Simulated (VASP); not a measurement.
# GeRu2C with LDA: from relaxation to properties, part 3 of 6

Wanted: the relaxed cell of GeRu2C and its properties. The cell is invented: it takes the structure of COD entry 1539492, ZrC (space group 225 there), with some of its atoms replaced by other elements, volume scaled by an estimate. It may not be a known or stable phase.

VASP 6.6.1, plane waves and PAW; the level of theory is named at each step.

So far. Step 3 (Relaxing cell and atoms (LDA)): It ends with a largest force of 0.004 eV/Å and a pressure of 0.02 GPa. Step 4 (Density, ELF and potential (LDA)): In this run the pressure is -0.02 GPa, small enough to go on; single stress components reach 0.12 GPa.

### 5. Band structure (LDA)

Level of this step: LDA; plane waves and PAW (Ru_pv, Ge_d, C); invented cell (VASP).

Levels along the symmetry lines show where the bands peak and cross; KPOINTS_OPT computes them in the converged potential.

INCAR

```
SYSTEM = GeRu2C
PREC = Accurate
ENCUT = 520
EDIFF = 1E-06
NELM = 100
ISMEAR = 0
SIGMA = 0.05
LREAL = .FALSE.
ALGO = Normal
GGA = CA
NBANDS = 37
LORBIT = 11
LWAVE = .FALSE.
LCHARG = .FALSE.
KPAR = 2
```

POSCAR

```
GeRu2C
1.0
    1.4601751065      0.8430326957      6.3939829417
   -1.4601751065      0.8430326957      6.3939829417
    0.0000000000     -1.6860653913      6.3939829417
Ru Ge C
2 1 1
Direct
    0.7701896776      0.7701896776      0.7701896776
    0.2298103224      0.2298103224      0.2298103224
    0.0000000000      0.0000000000      0.0000000000
    0.5000000000      0.5000000000      0.5000000000
```

KPOINTS

```
Automatic mesh
0
Gamma
8 8 8
0 0 0
```

KPOINTS_OPT

```
Line mode
16
Line-mode
Reciprocal
  0.00000000   0.00000000   0.00000000 GAMMA
  0.50000000   0.00000000   0.00000000 L

  0.50000000   0.00000000   0.00000000 L
  0.50000000   0.17825590  -0.17825590 B1

  0.82174410   0.50000000   0.17825590 B
  0.50000000   0.50000000   0.50000000 Z

  0.50000000   0.50000000   0.50000000 Z
  0.00000000   0.00000000   0.00000000 GAMMA

  0.00000000   0.00000000   0.00000000 GAMMA
  0.33912795   0.00000000  -0.33912795 X

  0.66087205   0.33912795   0.00000000 Q
  0.50000000   0.50000000   0.00000000 F

  0.50000000   0.50000000   0.00000000 F
  0.66087205   0.66087205   0.17825590 P1

  0.66087205   0.66087205   0.17825590 P1
  0.50000000   0.50000000   0.50000000 Z

  0.50000000   0.00000000   0.00000000 L
  0.82174410   0.33912795   0.33912795 P
```

PAW data sets: Ru_pv, Ge_d and C (LDA family, release 64).

Launch:

```console
$ mpirun -np 2 vasp_std
```

What it wrote:

```text
[... set-up lines as in an earlier step ...]
 entering main loop
       N       E                     dE             d eps       ncg     rms          rms(c)
DAV:   1     0.468131481125E+03    0.46813E+03   -0.24076E+04  6572   0.270E+03
DAV:   2     0.575153311383E+01   -0.46238E+03   -0.43426E+03  4870   0.646E+02
DAV:   3    -0.374378551563E+02   -0.43189E+02   -0.41635E+02  5253   0.131E+02
DAV:   4    -0.388100422151E+02   -0.13722E+01   -0.13651E+01  5708   0.240E+01
DAV:   5    -0.388392292577E+02   -0.29187E-01   -0.29058E-01  5876   0.372E+00    0.309E+01
DAV:   6    -0.366268412489E+02    0.22124E+01   -0.97981E+00  6064   0.225E+01    0.830E+00
DAV:   7    -0.361259768655E+02    0.50086E+00   -0.32356E+00  5475   0.135E+01    0.883E+00
DAV:   8    -0.360179770007E+02    0.10800E+00   -0.39225E-01  5592   0.409E+00    0.183E+00
DAV:   9    -0.360022322744E+02    0.15745E-01   -0.23408E-02  6012   0.135E+00    0.193E-01
DAV:  10    -0.360022445990E+02   -0.12325E-04   -0.45812E-03  5693   0.450E-01    0.161E-01
DAV:  11    -0.360022163481E+02    0.28251E-04   -0.35370E-04  6390   0.193E-01    0.866E-02
DAV:  12    -0.360021924388E+02    0.23909E-04   -0.41377E-05  6356   0.762E-02    0.171E-02
DAV:  13    -0.360021924551E+02   -0.16298E-07   -0.41326E-06  5641   0.171E-02
   1 F= -.36002192E+02 E0= -.36000063E+02  d E =-.425898E-02
 Start KPOINTS_OPT (optional k-point list driver)
k-point batch [1-65\144]
       N       E                     dE             ncg
DAV:   1     0.105086303414E+05   -0.58692E+05     6601
DAV:   2    -0.196546183583E+05   -0.30163E+05     4846
DAV:   3    -0.223749940044E+05   -0.27204E+04     5418
DAV:   4    -0.224596854548E+05   -0.84691E+02     5924
DAV:   5    -0.224611548326E+05   -0.14694E+01     5343
DAV:   6    -0.224611832606E+05   -0.28428E-01     5564
DAV:   7    -0.224611840859E+05   -0.82528E-03     5634
DAV:   8    -0.224611841162E+05   -0.30311E-04     5481
DAV:   9    -0.224611841174E+05   -0.12340E-05     3938
DAV:  10    -0.224611841177E+05   -0.26016E-06     3816
[...]
k-point batch [131-144\144]
       N       E                     dE             ncg
DAV:   1     0.882070432218E+05   -0.24653E+05     1362
DAV:   2     0.817804095204E+05   -0.64266E+04     1046
DAV:   3     0.811947007009E+05   -0.58571E+03     1096
DAV:   4     0.811757381203E+05   -0.18963E+02     1192
DAV:   5     0.811753493216E+05   -0.38880E+00     1115
DAV:   6     0.811753413687E+05   -0.79529E-02     1129
DAV:   7     0.811753411521E+05   -0.21664E-03     1166
DAV:   8     0.811753411445E+05   -0.75750E-05     1160
DAV:   9     0.811753411442E+05   -0.27663E-06      700
```

Run time: 6.7 min. Hardware: 2 MPI ranks of Intel Xeon Platinum 8259CL at 2.50GHz (Skylake/Cascade Lake), shared host; peak memory 0.77 GiB; 13 min of CPU time.

Parts of OUTCAR (step 5):

```text
   k-points           NKPTS =     65   k-points in BZ     NKDIM =     65   number of bands    NBANDS=     37

   NELECT =      46.0000    total number of electrons

 E-fermi :  11.6867

 k-point     1 :       0.0000    0.0000    0.0000
  band No.  band energies     occupation
    ...
     20       8.9440      2.00000
     21       9.9463      2.00000
     22       9.9463      2.00000
     23      10.8066      2.00000
     24      10.8066      2.00000
     25      13.0913      0.00000
     26      15.5130      0.00000
     27      15.5130      0.00000
     28      17.0108      0.00000
     29      20.6261      0.00000
    ...

  Total        0.0305747      0.0305748     -0.0153324      0.0000000     -0.0000000      0.0000000
  in kB        1.0372926      1.0372931     -0.5201751      0.0000000     -0.0000000      0.0000000
  external PRESSURE =       0.5181368 kB  Pullay stress =       0.0000000 kB

 POSITION                                       TOTAL-FORCE (eV/Angst)
 -----------------------------------------------------------------------------------
      0.00000      0.00000     14.77374        -0.000000      0.000000      0.005060
      0.00000      0.00000      4.40821        -0.000000     -0.000000     -0.005060
      0.00000      0.00000      0.00000        -0.000000      0.000000      0.000000
      0.00000      0.00000      9.59097         0.000000      0.000000      0.000000
 -----------------------------------------------------------------------------------
    total drift:                                0.000000      0.000000     -0.000000

  FREE ENERGIE OF THE ION-ELECTRON SYSTEM (eV)
  ---------------------------------------------------
  free  energy   TOTEN  =       -36.0021924551 eV

  energy  without entropy=      -35.9979334773  energy(sigma->0) =      -36.00006297

[... 8 parts as in an earlier step ...]

[... 8 further parts left out ...]
```

Spin-orbit coupling is off here; it would split degenerate levels.

Numbers from this step:

```yaml
scf_cycles: 13
bands: 37
pressure: 0.05181 GPa
```

Electronic bands along the path, in eV, zero at the Fermi level; # counts the bands kept in this run, so #1 is VASP's band 13:

| point | #8 | #9 | #10 | #11 | #12 | #13 | #14 | #15 |
| --- | --- | --- | --- | --- | --- | --- | --- | --- |
| Γ | -2.74 | -1.74 | -1.74 | -0.88 | -0.88 | 1.40 | 3.83 | 3.83 |
| 0.53 of the way | -1.97 | -1.84 | -1.22 | -0.70 | -0.67 | 2.21 | 2.62 | 4.24 |
| L | -1.70 | -0.92 | 0.07 | 0.25 | 0.40 | 1.24 | 1.85 | 3.47 |
| 0.47 of the way | -2.75 | -1.09 | -0.12 | 0.11 | 1.05 | 1.12 | 2.69 | 2.76 |
| B1 | -1.94 | -1.68 | -1.41 | 0.39 | 0.46 | 0.87 | 2.65 | 2.76 |
| jump to B | -1.94 | -1.68 | -1.41 | 0.39 | 0.46 | 0.87 | 2.65 | 2.76 |
| 0.47 of the way | -2.06 | -1.75 | -1.29 | -0.98 | 1.36 | 1.67 | 2.55 | 2.58 |
| Z | -2.78 | -1.82 | -1.82 | -0.94 | -0.94 | 1.25 | 4.31 | 4.31 |
| 0.47 of the way | -2.76 | -1.79 | -1.79 | -0.91 | -0.91 | 1.31 | 4.08 | 4.08 |
| Γ | -2.74 | -1.74 | -1.74 | -0.88 | -0.88 | 1.40 | 3.83 | 3.83 |
| 0.47 of the way | -3.18 | -1.60 | -1.08 | -0.71 | -0.25 | 2.60 | 2.83 | 3.73 |
| X | -2.00 | -1.58 | -1.42 | 0.42 | 0.45 | 0.86 | 2.42 | 2.88 |
| jump to Q | -2.00 | -1.58 | -1.42 | 0.42 | 0.45 | 0.86 | 2.42 | 2.88 |
| 0.47 of the way | -1.93 | -1.60 | -0.84 | 0.23 | 0.84 | 1.13 | 2.20 | 2.43 |
| F | -1.31 | -1.08 | -0.38 | -0.01 | 0.42 | 1.70 | 1.85 | 1.89 |
| 0.53 of the way | -1.22 | -1.14 | -0.39 | 0.00 | 0.41 | 1.65 | 1.90 | 1.99 |
| P1 | -1.25 | -1.08 | -0.36 | 0.00 | 0.38 | 1.58 | 1.97 | 2.22 |
| 0.53 of the way | -2.27 | -1.93 | -1.70 | -0.71 | -0.09 | 1.94 | 2.75 | 3.86 |
| Z | -2.78 | -1.82 | -1.82 | -0.94 | -0.94 | 1.25 | 4.31 | 4.31 |
| jump to L | -1.70 | -0.92 | 0.07 | 0.25 | 0.40 | 1.24 | 1.85 | 3.47 |
| 0.53 of the way | -1.54 | -0.90 | -0.11 | 0.05 | 0.39 | 1.46 | 1.89 | 2.89 |
| P | -1.25 | -1.08 | -0.36 | 0.00 | 0.38 | 1.58 | 1.97 | 2.22 |

Of the projections kept (Ru, Ge, C), the largest for each band there, as a share of the weight inside these atoms' spheres; weight between the spheres isn't counted:

| point | #8 | #9 | #10 | #11 | #12 | #13 | #14 | #15 |
| --- | --- | --- | --- | --- | --- | --- | --- | --- |
| Γ | Ru 0.99 | Ru 0.99 | Ru 0.99 | Ru 0.98 | Ru 0.98 | Ru 0.52 | C 0.45 | C 0.45 |
| L | Ru 0.90 | Ru 0.86 | Ru 0.98 | Ru 0.71 | Ru 1.00 | Ru 0.92 | Ru 0.74 | Ru 0.63 |
| B1 | Ru 0.86 | Ru 0.87 | Ru 0.84 | Ru 0.85 | Ru 0.75 | Ru 0.85 | Ru 0.73 | Ru 0.83 |
| B | Ru 0.86 | Ru 0.87 | Ru 0.84 | Ru 0.85 | Ru 0.75 | Ru 0.85 | Ru 0.73 | Ru 0.83 |
| Z | Ru 0.99 | Ru 0.98 | Ru 0.98 | Ru 0.97 | Ru 0.97 | Ru 0.65 | Ru 0.49 | Ru 0.49 |
| Γ | Ru 0.99 | Ru 0.99 | Ru 0.99 | Ru 0.98 | Ru 0.98 | Ru 0.52 | C 0.45 | C 0.45 |

There is no gap at this level.

### 6. Density of states (LDA)

Here the states are counted by energy and projected on the atoms. The mesh is finer than in the run before.

Changes to INCAR since step 5:

```diff
@@ -5,3 +5,3 @@
 NELM = 100
-ISMEAR = 0
+ISMEAR = -5
 SIGMA = 0.05
@@ -15 +15,2 @@
 KPAR = 2
+NEDOS = 2001
```

POSCAR is that of step 5.

KPOINTS

```
Automatic mesh
0
Gamma
11 11 11
0 0 0
```

Launch:

```console
$ mpirun -np 2 vasp_std
```

What it wrote:

```text
[... set-up lines as in an earlier step ...]
 entering main loop
       N       E                     dE             d eps       ncg     rms          rms(c)
DAV:   1     0.468052657936E+03    0.46805E+03   -0.24025E+04 14672   0.269E+03
DAV:   2     0.552823413660E+01   -0.46252E+03   -0.43501E+03 10936   0.649E+02
DAV:   3    -0.374522395838E+02   -0.42980E+02   -0.41521E+02 11787   0.131E+02
DAV:   4    -0.387990914010E+02   -0.13469E+01   -0.13405E+01 12820   0.240E+01
DAV:   5    -0.388265051577E+02   -0.27414E-01   -0.27259E-01 13308   0.363E+00    0.309E+01
DAV:   6    -0.366484844881E+02    0.21780E+01   -0.10597E+01 13462   0.226E+01    0.841E+00
DAV:   7    -0.361218223459E+02    0.52666E+00   -0.34893E+00 12277   0.138E+01    0.890E+00
DAV:   8    -0.360100369980E+02    0.11179E+00   -0.42651E-01 12661   0.408E+00    0.197E+00
DAV:   9    -0.359929638960E+02    0.17073E-01   -0.24235E-02 13314   0.139E+00    0.202E-01
DAV:  10    -0.359928551147E+02    0.10878E-03   -0.50003E-03 12801   0.464E-01    0.161E-01
DAV:  11    -0.359929067381E+02   -0.51623E-04   -0.36799E-04 14386   0.199E-01    0.859E-02
DAV:  12    -0.359928610885E+02    0.45650E-04   -0.41696E-05 14351   0.769E-02    0.169E-02
DAV:  13    -0.359928612852E+02   -0.19673E-06   -0.43312E-06 12800   0.183E-02
   1 F= -.35992861E+02 E0= -.35992861E+02  d E =0.000000E+00
 -----------------------------------------------------------------------------
|                                                                             |
|           W    W    AA    RRRRR   N    N  II  N    N   GGGG   !!!           |
|           W    W   A  A   R    R  NN   N  II  NN   N  G    G  !!!           |
|           W    W  A    A  R    R  N N  N  II  N N  N  G       !!!           |
|           W WW W  AAAAAA  RRRRR   N  N N  II  N  N N  G  GGG   !            |
|           WW  WW  A    A  R   R   N   NN  II  N   NN  G    G                |
|           W    W  A    A  R    R  N    N  II  N    N   GGGG   !!!           |
|                                                                             |
|     Tetrahedron method does not include variations of the Fermi             |
|     occupations, so forces and stress will be inaccurate. We suggest        |
|     using a different smearing scheme ISMEAR = 1 or 2 for metals in         |
|     relaxations.                                                            |
|                                                                             |
 -----------------------------------------------------------------------------
```

It took 6 min on 2 MPI ranks; peak memory 0.88 GiB.

From OUTCAR (step 6):

```text
   k-points           NKPTS =    146   k-points in BZ     NKDIM =    146   number of bands    NBANDS=     37

   NELECT =      46.0000    total number of electrons

 E-fermi :  11.6818

 k-point     1 :       0.0000    0.0000    0.0000
  band No.  band energies     occupation
    ...
     20       8.9537      2.00000
     21       9.9522      2.00000
     22       9.9522      2.00000
     23      10.8158      2.00000
     24      10.8158      2.00000
     25      13.0884      0.00000
     26      15.5120      0.00000
     27      15.5120      0.00000
     28      17.0095      0.00000
     29      20.6255      0.00000
    ...

  Total        0.2797798      0.2797799     -0.3857959      0.0000000     -0.0000000      0.0000000
  in kB        9.4919373      9.4919419    -13.0886881      0.0000000     -0.0000000      0.0000000
  external PRESSURE =       1.9650637 kB  Pullay stress =       0.0000000 kB

 POSITION                                       TOTAL-FORCE (eV/Angst)
 -----------------------------------------------------------------------------------
      0.00000      0.00000     14.77374        -0.000000      0.000000      0.126250
      0.00000      0.00000      4.40821        -0.000000     -0.000000     -0.126250
      0.00000      0.00000      0.00000        -0.000000     -0.000000     -0.000000
      0.00000      0.00000      9.59097         0.000000      0.000000     -0.000000
 -----------------------------------------------------------------------------------
    total drift:                                0.000000      0.000000     -0.000000

  FREE ENERGIE OF THE ION-ELECTRON SYSTEM (eV)
  ---------------------------------------------------
  free  energy   TOTEN  =       -35.9928612852 eV

  energy  without entropy=      -35.9928612852  energy(sigma->0) =      -35.99286129

[... 6 parts as in an earlier step ...]

[... 10 further parts left out ...]
```

Force components of up to 0.13 eV/Å appear here. Mesh or smearing differ from those of the relaxation, so its positions hold an error of that kind, and the forces of a metal with tetrahedra are inexact too. With tetrahedra the forces and stress of a metal are not exact derivatives of the energy.

Numbers from this step:

```
irreducible k-points                                 : 146
free energy (TOTEN)                                  : -35.99 eV
Fermi energy                                         : 11.68 eV
pressure                                             : 0.1965 GPa
DOS at the Fermi level, one point of the energy grid : 3.062 states/eV/cell
```

The density of states has structure finer than the step of the table below, so its rows give means over 1 eV, whole bins alone (the curve runs from -12.0 to 8.00 eV). Peaks (eV: height): total -6.2: 9.88, -3.3: 5.78, -1.7: 5.90, -0.8: 7.44; Ru d -6.2: 4.36, -3.3: 3.01, -1.7: 4.25, -0.8: 6.38; Ge p -4.9: 0.418, -4.5: 0.564, -3.3: 0.813, 5.8: 0.434; C p -7.1: 0.616, -6.2: 1.95, -5.8: 0.956, -5.2: 0.950; Ge s -8.4: 0.620, -5.8: 0.0848, 1.5: 0.184.

States under -12.0 eV and over 8.0 eV are left out. Density of states against energy, zero at the Fermi level; means over each step; values in states/eV/cell:

| energy (eV) | total | Ru d | Ge p | C p | Ge s | C s |
| --- | --- | --- | --- | --- | --- | --- |
| -11 | 0.465 | 0.0295 | 0.0156 | 0.00140 | 0.211 | 0.0171 |
| -10 | 0.427 | 0.0390 | 0.0217 | 0.00362 | 0.191 | 0.00301 |
| -9 | 0.556 | 0.0731 | 0.0219 | 0.00860 | 0.250 | 0.00270 |
| -8 | 0.658 | 0.154 | 0.0173 | 0.0605 | 0.155 | 0.00234 |
| -7 | 1.71 | 0.560 | 0.0374 | 0.296 | 0.0417 | 0.00751 |
| -6 | 3.09 | 1.38 | 0.0868 | 0.603 | 0.0328 | 0.00473 |
| -5 | 3.03 | 1.49 | 0.280 | 0.259 | 0.0303 | 0.00388 |
| -4 | 2.19 | 1.19 | 0.238 | 0.0519 | 0.0116 | 0.00522 |
| -3 | 1.93 | 1.21 | 0.192 | 0.0360 | 0.00485 | 0.00759 |
| -2 | 3.31 | 2.54 | 0.135 | 0.0493 | 0.0185 | 0.00129 |
| -1 | 3.08 | 2.41 | 0.0839 | 0.0748 | 0.0482 | 0.00364 |
| 0 | 2.52 | 1.90 | 0.104 | 0.103 | 0.0270 | 0.00891 |
| 1 | 1.91 | 1.19 | 0.177 | 0.106 | 0.0488 | 0.00474 |
| 2 | 2.10 | 1.04 | 0.164 | 0.240 | 0.103 | 0.0264 |
| 3 | 2.11 | 0.963 | 0.188 | 0.286 | 0.0490 | 0.0447 |
| 4 | 1.61 | 0.645 | 0.145 | 0.313 | 0.0313 | 0.0358 |
| 5 | 1.12 | 0.425 | 0.171 | 0.112 | 0.0367 | 0.0450 |
| 6 | 1.60 | 0.511 | 0.318 | 0.125 | 0.0237 | 0.0488 |
| 7 | 1.13 | 0.210 | 0.223 | 0.0577 | 0.0161 | 0.0285 |

Force by atom:

| atom | x (eV/Å) | y (eV/Å) | z (eV/Å) | size |
| --- | --- | --- | --- | --- |
| Ru1 | 0.000 | 0.000 | 0.126 | 0.126 |
| Ru2 | 0.000 | 0.000 | -0.126 | 0.126 |
| Ge3 | 0.000 | 0.000 | 0.000 | 0.000 |
| C4 | 0.000 | 0.000 | 0.000 | 0.000 |

The finer mesh and the other smearing move the Fermi level by -0.00 eV from the 8×8×8 run, a small shift, which tests the Fermi level alone. Of the states within 0.3 eV of the Fermi level, the largest shares in the PAW spheres are Ru d 76 %. The rest lies in smaller channels or between the spheres.

(Part 3 of 6 ends here.)

[Lines on the potential files, build, host, timing and source positions are cut from VASP's logs without a mark.]

[Logs are printed without paths, hosts, clocks, repeated set-up lines and the standing remarks that a program may print on its own settings, such as how far it seeks lower states.]

[Hosts, paths, dates, database ids (printed as entryN), source tags and the programs' standing remarks are cut or masked in the printed files.]

[A measured line is paired with the nearest computed mode of its activity, which favours agreement.]

[In band tables of VASP the shares of atoms and orbitals are scaled to a sum of 1 inside the atoms' spheres.]
